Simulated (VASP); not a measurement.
```
FeSi
1.0
    4.37093     0.00000     0.00000
    0.00000     4.37093     0.00000
    0.00000     0.00000     4.37093
Fe Si
4 4
Direct
  0.86281   0.63719   0.36281
  0.36281   0.86281   0.63719
  0.13719   0.13719   0.13719
  0.63719   0.36281   0.86281
  0.15908   0.34092   0.65908
  0.65908   0.15908   0.34092
  0.84092   0.84092   0.84092
  0.34092   0.65908   0.15908
```

Computed with LDA (Ceperley-Alder, Perdew-Zunger), VASP's LDA PAW potentials (set 64) (plane waves; VASP). Settings: 400 eV cut-off, 12×12×12 Γ-centred mesh, Gaussian smearing of 0.010 eV, potentials Fe Si.

Question: Estimate the energy per atom (σ→0).

Answer: 
| Property | Value |
|---|---|
| energy per atom (σ→0) | -8.319 eV/atom |

The absolute energy has meaning only against runs of the same code, potentials and settings.

The compound is FeSi in the B20 structure. It was relaxed first, which changed the volume by -8 %. The run is not spin-polarised, so no magnetic state was tried.
